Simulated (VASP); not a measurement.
```
CdSe
1.0
    0.00000     3.07752     3.07752
    3.07752     0.00000     3.07752
    3.07752     3.07752     0.00000
Cd Se
1 1
Direct
  0.00000   0.00000   0.00000
  0.25000   0.25000   0.25000
```

Calculation: PBEsol GGA, VASP's PBE PAW potentials (set 64) (plane waves; VASP). Settings: 520 eV cut-off, 8×8×8 Γ-centred mesh, Gaussian smearing of 0.050 eV, potentials Cd Se.

Problem. Give the stress tensor in GPa (positive for a compressed cell).

Solution. 
```
-1.44   0.00   0.00
 0.00  -1.44   0.00
 0.00   0.00  -1.44
```
The pressure is its mean diagonal, -1.44 GPa.

The compound is CdSe in the zinc blende structure, whereas wurtzite is the usual form. This cell is one point of a volume scan, at 1.03 of the reference volume.
